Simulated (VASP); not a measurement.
Method: MS2 meta-GGA, VASP's PBE PAW potentials (set 64) (plane waves; VASP 6.6.1).

The input files of a VASP run:

File POSCAR:
```
KBr
3.2795390
  0.0000000000   0.9999999059   0.9999999059
  0.9999999059   0.0000000000   0.9999999059
  0.9999999059   0.9999999059   0.0000000000
K Br
1 1
Cartesian
  0.0000000000   0.0000000000   0.0000000000
  0.9999999059   0.9999999059   0.9999999059
```

File KPOINTS:
```
Automatic mesh
0
Gamma
7 7 7
0 0 0
```

INCAR:
```
ALGO  =  Normal
EDIFF  =  1E-7
ENCUT  =  520
ISIF  =  2
ISMEAR  =  0
LASPH  =  T
LCHARG  =  F
LMAXMIX  =  4
LMIXTAU  =  T
LREAL  =  F
LWAVE  =  F
METAGGA  =  MS2
NELM  =  100
PREC  =  Accurate
SIGMA  =  0.05
SYSTEM  =  KBr
```

POTCAR, in this order: K_sv Br (PBE.64 set). Program: vasp_std.

What VASP printed:

OSZICAR:
```
       N       E                     dE             d eps       ncg     rms          rms(c)
DAV:   1     0.814118148755E+02    0.81412E+02   -0.67941E+03   480   0.112E+03
DAV:   2    -0.130007442591E+02   -0.94413E+02   -0.88437E+02   604   0.257E+02
DAV:   3    -0.189462528391E+02   -0.59455E+01   -0.58720E+01   640   0.614E+01
DAV:   4    -0.192935721995E+02   -0.34732E+00   -0.34216E+00   724   0.119E+01
DAV:   5    -0.193000145802E+02   -0.64424E-02   -0.64359E-02   620   0.173E+00    0.542E+00
DAV:   6    -0.121133752820E+02    0.71866E+01   -0.12543E+01   708   0.243E+01    0.278E+00
DAV:   7    -0.126261321139E+02   -0.51276E+00   -0.13579E+00   532   0.130E+01    0.208E+00
DAV:   8    -0.137835585526E+02   -0.11574E+01   -0.12788E+00   512   0.145E+01    0.157E+00
DAV:   9    -0.125706846350E+02    0.12129E+01   -0.60409E-01   496   0.967E+00    0.139E+00
DAV:  10    -0.125324934669E+02    0.38191E-01   -0.78719E-02   688   0.350E+00    0.124E+00
DAV:  11    -0.125954963226E+02   -0.63003E-01   -0.62773E-02   500   0.347E+00    0.748E-01
DAV:  12    -0.125699545051E+02    0.25542E-01   -0.37874E-01   684   0.626E+00    0.796E-01
DAV:  13    -0.125715593150E+02   -0.16048E-02   -0.41033E-03   604   0.594E-01    0.799E-01
DAV:  14    -0.126096820365E+02   -0.38123E-01   -0.69155E-03   764   0.784E-01    0.997E-01
DAV:  15    -0.125996851262E+02    0.99969E-02   -0.39360E-02   508   0.314E+00    0.593E-01
DAV:  16    -0.125992570822E+02    0.42804E-03   -0.10071E-02   768   0.111E+00    0.622E-01
DAV:  17    -0.125985110953E+02    0.74599E-03   -0.12114E-04   616   0.132E-01    0.629E-01
DAV:  18    -0.125906295543E+02    0.78815E-02   -0.20098E-03   504   0.621E-01    0.840E-01
DAV:  19    -0.125953208245E+02   -0.46913E-02   -0.20659E-02   676   0.168E+00    0.349E-01
DAV:  20    -0.125947937348E+02    0.52709E-03   -0.65776E-04   540   0.389E-01    0.347E-01
DAV:  21    -0.125941508501E+02    0.64288E-03   -0.44958E-04   544   0.265E-01    0.303E-01
DAV:  22    -0.125936276800E+02    0.52317E-03   -0.97046E-04   588   0.366E-01    0.226E-01
DAV:  23    -0.125935461729E+02    0.81507E-04   -0.25728E-04   580   0.189E-01    0.180E-01
DAV:  24    -0.125934815932E+02    0.64580E-04   -0.14870E-04   728   0.149E-01    0.135E-01
DAV:  25    -0.125934648313E+02    0.16762E-04   -0.23345E-05   576   0.622E-02    0.108E-01
DAV:  26    -0.125934977690E+02   -0.32938E-04   -0.15828E-05   800   0.413E-02    0.910E-02
DAV:  27    -0.125934996298E+02   -0.18608E-05   -0.99469E-06   712   0.493E-02    0.577E-02
DAV:  28    -0.125935266812E+02   -0.27051E-04   -0.18273E-05   556   0.683E-02    0.352E-02
DAV:  29    -0.125935311518E+02   -0.44706E-05   -0.29427E-06   744   0.243E-02    0.163E-02
DAV:  30    -0.125935318186E+02   -0.66682E-06   -0.24270E-06   908   0.166E-02    0.706E-03
DAV:  31    -0.125935318221E+02   -0.35484E-08   -0.71620E-07   516   0.124E-02
   1 F= -.12593532E+02 E0= -.12593532E+02  d E =-.897555E-18
```

### OUTCAR
```
------------------------ aborting loop because EDIFF is reached ----------------------------------------
  FORCE on cell =-STRESS in cart. coord.  units (eV):
  Direction    XX          YY          ZZ          XY          YZ          ZX
  --------------------------------------------------------------------------------------
  Total        0.2140041      0.2140041      0.2140041      0.0000000      0.0000000      0.0000000
  in kB        4.8603156      4.8603156      4.8603156      0.0000000      0.0000000      0.0000000
  external PRESSURE =       4.8603156 kB  Pullay stress =       0.0000000 kB
  volume of cell :       70.55
      direct lattice vectors                 reciprocal lattice vectors
     0.000000000  3.279538691  3.279538691    -0.152460467  0.152460467  0.152460467
     3.279538691  0.000000000  3.279538691     0.152460467 -0.152460467  0.152460467
     3.279538691  3.279538691  0.000000000     0.152460467  0.152460467 -0.152460467
  FREE ENERGIE OF THE ION-ELECTRON SYSTEM (eV)
  ---------------------------------------------------
  free  energy   TOTEN  =       -12.5935318221 eV

  energy  without entropy=      -12.5935318221  energy(sigma->0) =      -12.59353182
```
(Selected blocks of OUTCAR.)

### OUTCAR
```
 val. band max:       -2.0045925273   @ k =   0.0000   0.0000   0.0000

 cond. band min:       3.1842331750   @ k =   0.0000   0.0000   0.0000


 Fermi energy:        -1.7162914317

 k-point     1 :       0.0000    0.0000    0.0000
  band No.  band energies     occupation
      1     -31.0491      2.00000
      2     -14.6452      2.00000
      3     -13.4247      2.00000
      4     -13.4247      2.00000
      5     -13.4247      2.00000
      6      -2.0046      2.00000
      7      -2.0046      2.00000
      8      -2.0046      2.00000
      9       3.1842      0.00000
     10       6.2936      0.00000
     11       6.2936      0.00000
     12       6.2936      0.00000

 k-point     2 :       0.1429    0.0000    0.0000
  band No.  band energies     occupation
      1     -31.0480      2.00000
      2     -14.6811      2.00000
      3     -13.4256      2.00000
      4     -13.4256      2.00000
      5     -13.3734      2.00000
      6      -2.2756      2.00000
      7      -2.0709      2.00000
      8      -2.0709      2.00000
      9       3.6737      0.00000
     10       6.1153      0.00000
     11       6.5490      0.00000
     12       6.5491      0.00000

 k-point     3 :       0.2857    0.0000    0.0000
  band No.  band energies     occupation
      1     -31.0458      2.00000
      2     -14.7532      2.00000
      3     -13.4276      2.00000
      4     -13.4276      2.00000
      5     -13.2661      2.00000
      6      -2.7831      2.00000
      7      -2.2130      2.00000
      8      -2.2130      2.00000
      9       4.6267      0.00000
     10       6.1562      0.00000
     11       7.2535      0.00000
     12       7.2536      0.00000

 k-point     4 :       0.4286    0.0000    0.0000
  band No.  band energies     occupation
      1     -31.0439      2.00000
      2     -14.8045      2.00000
      3     -13.4292      2.00000
      4     -13.4292      2.00000
      5     -13.1858      2.00000
      6      -3.1262      2.00000
...
```

The compound is KBr in the rock salt structure. This cell is one point of a volume scan, at 0.97 of the reference volume.
